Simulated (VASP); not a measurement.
Input:

```xyz
3
Lattice="1.7934 -3.1063 0.0000 1.7934 3.1063 0.0000 0.0000 0.0000 4.8684" Properties=species:S:1:pos:R:3 pbc="T T T"
Pt     0.0000     0.0000     0.0000
S      1.7934     1.0354     1.2210
S      1.7934    -1.0354     3.6475
```

Computed with rev-vdW-DF2, VASP's PBE PAW potentials (set 64) (plane waves; VASP 6.6.1). Run with 520 eV cut-off, 7×7×4 Γ-centred mesh, Gaussian smearing of 0.050 eV, potentials Pt S.

Estimate the energy per atom (σ→0).

| Quantity | Result |
|---|---|
| energy per atom (σ→0) | -3.596 eV/atom |

The compound is PtS2 in the 1T layered structure. It was relaxed first. The start is the result of an earlier pass.
